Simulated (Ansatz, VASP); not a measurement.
# Two plane-wave programs on B17SbN18 (a cell with a defect)

```
Sb B N
1.0
     7.49472    0.00000    0.00000
    -3.74736    6.49062    0.00000
     0.00000    0.00000    6.63570
Sb B N
1 17 18
Direct
  0.11111 0.22222 0.25000
  0.11114 0.56798 0.25000
  0.11114 0.87649 0.25000
  0.45684 0.22219 0.25000
  0.45684 0.56798 0.25000
  0.44444 0.88889 0.25000
  0.76535 0.22219 0.25000
  0.77778 0.55556 0.25000
  0.76535 0.87649 0.25000
  0.22212 0.11121 0.75000
  0.22212 0.44425 0.75000
  0.22226 0.77780 0.75000
  0.55554 0.11107 0.75000
  0.55541 0.44437 0.75000
  0.55554 0.77780 0.75000
  0.88909 0.11121 0.75000
  0.88896 0.44437 0.75000
  0.88896 0.77792 0.75000
  0.11111 0.22222 0.75000
  0.11113 0.55557 0.75000
  0.11113 0.88889 0.75000
  0.44444 0.22220 0.75000
  0.44444 0.55557 0.75000
  0.44444 0.88889 0.75000
  0.77776 0.22220 0.75000
  0.77778 0.55556 0.75000
  0.77776 0.88889 0.75000
  0.25063 0.08271 0.25000
  0.25063 0.50125 0.25000
  0.22427 0.77880 0.25000
  0.55453 0.10907 0.25000
  0.55572 0.44452 0.25000
  0.55453 0.77880 0.25000
  0.83208 0.08271 0.25000
  0.88881 0.44452 0.25000
  0.88881 0.77762 0.25000
```

Alike in both runs: functional PBE; k mesh 3 × 3 × 3; occupations fermi-dirac, width 0.01 eV; no spin polarisation.

Ansatz relaxed the structure, and its values are those at the end. VASP's run is a single point on that final structure, the one shown.

|  | VASP | Ansatz |
| --- | --- | --- |
| version | VASP 6.6.1 | Ansatz 0.2.0 |
| potentials or method | VASP PAW PBE potentials, release 64 (Sb, B, N) | plane-wave PAW, scalar-relativistic |
| plane-wave cutoff (eV) | 520 | 420 |
| valence electrons in the cell | 146 | 156 |

```tsv
	VASP	Ansatz	Ansatz less VASP
pressure (GPa)	25.1	24.7	-0.42
rms of the force components (eV/Å)	0.082	0.001	-0.0815
```

The two sets of potentials don't hold the same shells in valence. Ansatz warned: «gradients_without_spin_orbit».

Caveats: so large a pressure means that the cell lies far from this level's equilibrium, or that cutoff or potentials fall short (VASP).
